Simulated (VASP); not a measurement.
The input files of a VASP run:

**KPOINTS**
```
Automatic mesh
0
Gamma
7 7 7
0 0 0
```

**INCAR**
```
# general
SYSTEM   =  CdF2
PREC     =  Accurate
ENCUT    =  520
LREAL    =  .FALSE.
LASPH    =  .TRUE.

# electronic loop
EDIFF    =  1E-7
NELM     =  100
ALGO     =  Normal
LMAXMIX  =  4

# smearing
ISMEAR   =  0
SIGMA    =  0.05

# functional
GGA      =  PS

# ions
ISIF     =  2

# output
LWAVE    =  .FALSE.
LCHARG   =  .FALSE.
```

### POSCAR
```
CdF2
3.8922190
  0.0000000000   0.7071066940   0.7071066940
  0.7071066940   0.0000000000   0.7071066940
  0.7071066940   0.7071066940   0.0000000000
Cd F
1 2
Direct
  1.0000000000   0.0000000000   0.0000000000
  0.2500000000   0.2500000000   0.2500000000
  0.7500000000   0.7500000000   0.7500000000
```

POTCAR, in this order: Cd F (PBE.64 set). Program: vasp_std.

Q: Write an equivalent input for Quantum ESPRESSO's pw.x.

A: One equivalent input (not run):
```
&CONTROL
  calculation = 'scf'
  pseudo_dir = './pseudo'
  outdir = './out'
  tprnfor = .true.
  tstress = .true.
/
&SYSTEM
  ibrav = 0
  nat = 3
  ntyp = 2
  ecutwfc = 102
  occupations = 'smearing'
  smearing = 'gaussian'
  degauss = 0.003675
  input_dft = 'pbesol'
/
&ELECTRONS
  conv_thr = 7.3e-09
  electron_maxstep = 100
/
ATOMIC_SPECIES
  Cd 112.414 Cd.upf
  F 18.998 F.upf
CELL_PARAMETERS angstrom
     0.0000000    2.7522141    2.7522141
     2.7522141    0.0000000    2.7522141
     2.7522141    2.7522141    0.0000000
ATOMIC_POSITIONS crystal
  Cd   1.0000000  0.0000000  0.0000000
  F    0.2500000  0.2500000  0.2500000
  F    0.7500000  0.7500000  0.7500000
K_POINTS automatic
  7 7 7 0 0 0
```
What does not carry over: the potentials are each code's own (VASP's PAW set, PseudoDojo norm-conserving files in pw.x), so ENCUT and ecutwfc are chosen apart and not converted; conv_thr bounds pw.x's estimated SCF error, while EDIFF bounds the energy change between steps.

The compound is CdF2 in the fluorite structure. This cell is one point of a volume scan, at 1.06 of the reference volume.
